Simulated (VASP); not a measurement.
Energy against volume of HfN (rock salt). Level of theory: r2SCAN+rVV10, VASP's PBE PAW potentials (set 64) (plane waves; VASP).

| V (Å³/atom) | E (eV/atom) |
|---|---|
| 10.743 | -28.96111 |
| 11.086 | -28.99352 |
| 11.429 | -29.00376 |
| 11.772 | -28.99505 |
| 12.115 | -28.97017 |

Q: Fit a third-order Birch-Murnaghan equation of state.

A: 
| Quantity | Value |
|---|---|
| volume per atom | 11.43 Å³/atom |
| bulk modulus | 294 GPa |
| pressure derivative of the bulk modulus | 4.26 |
| lattice constant a | 4.506 Å |

Measured: a 4.524 Å (computed value off by -0.4 %), as given by Seo, Lee, Wen, Petrov, Greene, Gall, J. Appl. Phys. 96, 878 (2004). The calculation is for a static lattice, while the measured a holds thermal and zero-point effects, which are part of the difference.

The compound is HfN in the rock salt structure. It was relaxed first.
